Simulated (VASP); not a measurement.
Crystal: ZnAg2S2.

```
Zn Ag S
1.0
     3.82321    0.00000    0.00000
    -1.91160    3.31099    0.00000
     0.00000    0.00000    6.56667
Zn Ag S
1 2 2
Direct
  0.00000 0.00000 0.00000
  0.66667 0.33333 0.35001
  0.33333 0.66667 0.64999
  0.33333 0.66667 0.27008
  0.66667 0.33333 0.72992
```

The cell was built by a generator and needn't be a form met in nature.

The cell isn't the ideal one: species swapped into the MgAl2C2 type (P-3m1, No. 164).

* Program: VASP 6.6.1
* Task: relaxation of cell and atoms
* Functional: PBE
* Potentials or basis: VASP PAW PBE potentials, release 64 (Zn, Ag, S)
* Cutoff: 600 eV
* k mesh: 6 × 6 × 4
* Occupations: gaussian, width 0.1 eV
* Spin: no spin polarisation

At the start: pressure 27.4 GPa; volume 16.62 Å³/atom.

How do energy, volume and symmetry change on relaxing?

Over 18 steps the energy falls by 570.1 meV/atom and the volume is 18.56 Å³/atom (+11.7 %); space group P-3m1 (No. 164, to 0.05 Å).

Step by step:
```tsv
step	energy change (eV)	largest force (eV/Å)	pressure (GPa)	volume (Å³)
1	0.0000	3.6191	27.41	83.12
2	-1.4624	0.3940	-8.04	122.03
3	-1.9350	1.1425	-1.85	105.19
4	-2.0996	1.1539	-1.66	102.90
5	-2.4928	0.7985	-0.23	96.15
6	-2.0124	1.2217	10.50	83.19
7	-2.5371	0.6243	1.51	92.93
8	-2.5449	0.3981	2.82	90.68
9	-2.6066	0.3955	-0.51	93.70
10	-2.6101	0.3945	0.04	93.12
11	-2.6882	0.3557	-0.32	93.54
12	-2.8315	0.0601	-0.98	94.39
13	-2.8388	0.1009	-1.06	94.55
14	-2.8391	0.0697	-1.05	94.51
15	-2.8330	0.1414	1.96	90.84
16	-2.8452	0.0986	0.14	92.97
17	-2.8484	0.0505	0.10	92.91
18	-2.8503	0.0252	0.08	92.82
```

Final structure:
```
CELL_PARAMETERS angstrom
3.90462 0.00000 0.00000
-1.95231 3.38150 0.00000
0.00000 0.00000 7.03029
ATOMIC_POSITIONS crystal
Zn 0.00000 0.00000 0.00000
Ag 0.66667 0.33333 0.38283
Ag 0.33333 0.66667 0.61717
S 0.33333 0.66667 0.19108
S 0.66667 0.33333 0.80892
```
